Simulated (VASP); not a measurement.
Given:

```
CELL_PARAMETERS angstrom
      1.13290    -1.96225     0.00000
      1.13290     1.96225     0.00000
      0.00000     0.00000     3.63249
ATOMIC_POSITIONS crystal
  Be 0.33333 0.66667 0.25000
  Be 0.66667 0.33333 0.75000
```

Calculation: r2SCAN meta-GGA, VASP's PBE PAW potentials (set 64) (plane waves; VASP). Numerical set-up: 480 eV cut-off, 18×18×10 Γ-centred mesh, first-order Methfessel-Paxton smearing of 0.10 eV, potentials Be.

Q: Give the stress tensor in GPa (positive for a compressed cell).

A: 
```
-0.75   0.00   0.00
 0.00  -0.75   0.00
 0.00   0.00  -6.16
```
The pressure is its mean diagonal, -2.55 GPa.

The compound is Be in the hcp structure. This cell was strained or had an atom moved on purpose.
